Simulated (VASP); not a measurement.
All values below come from SCAN meta-GGA, VASP's PBE PAW potentials (set 64) (plane waves; VASP).

VASP input:

### KPOINTS
```
Automatic mesh
0
G
 13 13 13
0 0 0
```

**POSCAR**
```
NiAl
1
    2.8172627844     0.0000000000     0.0000000000
    0.0000000000     2.8172627844     0.0000000000
    0.0000000000     0.0000000000     2.8172627844
Al Ni
1 1
Direct
  0.5000000000   0.5000000000   0.5000000000
  0.0000000000   0.0000000000   0.0000000000
```

INCAR:
```
! general
SYSTEM   =  NiAl
PREC     =  Accurate
ENCUT    =  520
LREAL    =  .FALSE.
LASPH    =  .TRUE.

! electronic loop
EDIFF    =  1E-7
NELM     =  100
ALGO     =  Normal
LMAXMIX  =  4
LMIXTAU  =  .TRUE.

! smearing
ISMEAR   =  1
SIGMA    =  0.1

! functional
METAGGA  =  SCAN

! ions
ISIF     =  2

! output
LWAVE    =  .FALSE.
LCHARG   =  .FALSE.
```

POTCAR, in this order: Al Ni (PBE.64 set). Program: vasp_std.

The resulting files:

### OSZICAR
```
       N       E                     dE             d eps       ncg     rms          rms(c)
DAV:   1     0.271172200020E+02    0.27117E+02   -0.59389E+03  1696   0.144E+03
DAV:   2    -0.266193598203E+02   -0.53737E+02   -0.51244E+02  1686   0.217E+02
DAV:   3    -0.280399897235E+02   -0.14206E+01   -0.14098E+01  1988   0.466E+01
DAV:   4    -0.280631165471E+02   -0.23127E-01   -0.23118E-01  1956   0.526E+00
DAV:   5    -0.280638171647E+02   -0.70062E-03   -0.70060E-03  1896   0.969E-01    0.127E+01
DAV:   6    -0.281101630012E+02   -0.46346E-01   -0.54951E+01  1846   0.139E+02    0.149E+01
DAV:   7    -0.255027775031E+02    0.26074E+01   -0.16452E+01  1858   0.807E+01    0.179E+00
DAV:   8    -0.254547810563E+02    0.47996E-01   -0.55266E-01  1770   0.967E+00    0.146E+00
DAV:   9    -0.254843562449E+02   -0.29575E-01   -0.39755E-01  1744   0.927E+00    0.374E-01
DAV:  10    -0.254291227894E+02    0.55233E-01   -0.18919E-01  1694   0.505E+00    0.244E-01
DAV:  11    -0.254277184550E+02    0.14043E-02   -0.61549E-03  1804   0.125E+00    0.122E-01
DAV:  12    -0.254279911142E+02   -0.27266E-03   -0.48959E-03  1698   0.991E-01    0.475E-02
DAV:  13    -0.254274129851E+02    0.57813E-03   -0.32154E-03  1680   0.840E-01    0.210E-02
DAV:  14    -0.254273458665E+02    0.67119E-04   -0.72517E-04  1694   0.411E-01    0.217E-02
DAV:  15    -0.254272978406E+02    0.48026E-04   -0.18393E-04  1686   0.181E-01    0.156E-02
DAV:  16    -0.254273072562E+02   -0.94156E-05   -0.45514E-05  1778   0.884E-02    0.838E-03
DAV:  17    -0.254273080827E+02   -0.82644E-06   -0.65234E-05  1688   0.100E-01    0.151E-03
DAV:  18    -0.254273055953E+02    0.24873E-05   -0.33717E-06  1776   0.274E-02    0.211E-03
DAV:  19    -0.254273056365E+02   -0.41156E-07   -0.13378E-08  1112   0.152E-03
   1 F= -.25427306E+02 E0= -.25427335E+02  d E =0.882949E-04
```

### OUTCAR
```
------------------------ aborting loop because EDIFF is reached ----------------------------------------
  FORCE on cell =-STRESS in cart. coord.  units (eV):
  Direction    XX          YY          ZZ          XY          YZ          ZX
  --------------------------------------------------------------------------------------
  Total        0.8899290      0.8899290      0.8899290      0.0000000     -0.0000000      0.0000000
  in kB       63.7652212     63.7652212     63.7652212      0.0000000     -0.0000000      0.0000000
  external PRESSURE =      63.7652212 kB  Pullay stress =       0.0000000 kB
  volume of cell :       22.36
      direct lattice vectors                 reciprocal lattice vectors
     2.817262784  0.000000000  0.000000000     0.354954463  0.000000000  0.000000000
     0.000000000  2.817262784  0.000000000     0.000000000  0.354954463  0.000000000
     0.000000000  0.000000000  2.817262784     0.000000000  0.000000000  0.354954463
 POSITION                                       TOTAL-FORCE (eV/Angst)
 -----------------------------------------------------------------------------------
      1.40863      1.40863      1.40863         0.000000      0.000000      0.000000
      0.00000      0.00000      0.00000         0.000000      0.000000      0.000000
 -----------------------------------------------------------------------------------
    total drift:                                0.000000      0.000000      0.000000
  FREE ENERGIE OF THE ION-ELECTRON SYSTEM (eV)
  ---------------------------------------------------
  free  energy   TOTEN  =       -25.4273056365 eV

  energy  without entropy=      -25.4273939314  energy(sigma->0) =      -25.42733507
```
(Selected blocks of OUTCAR.)

The compound is NiAl in the CsCl type structure. This cell is one point of a volume scan, at 0.97 of the reference volume. The run is not spin-polarised, so no magnetic state was tried. The electron count is odd and the run is not spin-polarised, which forces a metal.
